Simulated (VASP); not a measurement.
Consider the following.

```
CELL_PARAMETERS angstrom
      0.00000     2.46271     2.46271
      2.46271     0.00000     2.46271
      2.46271     2.46271     0.00000
ATOMIC_POSITIONS crystal
  Gd 0.00000 0.00000 0.00000
  N  0.50000 0.50000 0.50000
```

Method: PBEsol GGA with spin-orbit coupling, VASP's PBE PAW potentials (set 64) (plane waves; VASP). Settings: 520 eV cut-off, 12×12×12 Γ-centred mesh, Gaussian smearing of 0.050 eV, potentials Gd_3 N.

The 4f electrons are frozen in the core of the lanthanide potential, so 4f levels, which can set the real gap, and their magnetism are missing.

Q: Give the energies of bands 9 to 21 at the high-symmetry points, in eV from the Fermi level.

A: 
```
band      Γ      X      U      L      W
----  -----  -----  -----  -----  -----
9     -0.02  -1.01  -2.13  -4.16  -2.21
10    -0.02  -1.01  -2.13  -4.16  -2.21
11     0.10  -0.19  -1.30  -2.39  -1.38
12     0.10  -0.19  -1.30  -2.39  -1.38
13     0.10  -0.11  -1.06  -2.36  -1.01
14     0.10  -0.11  -1.06  -2.36  -1.01
15     2.98  -0.03   2.31   5.72   3.90
16     2.98  -0.03   2.31   5.72   3.90
17     2.98   7.36   6.40   6.61   3.98
18     2.98   7.36   6.40   6.61   3.98
19     3.16   7.44   7.49   6.76   7.69
20     3.16   7.44   7.49   6.76   7.69
21     3.96   7.86   7.86   7.13   7.86
```

It has no gap at this level: it comes out as a metal or semimetal.

The compound is GdN in the rock salt structure. It was relaxed first.
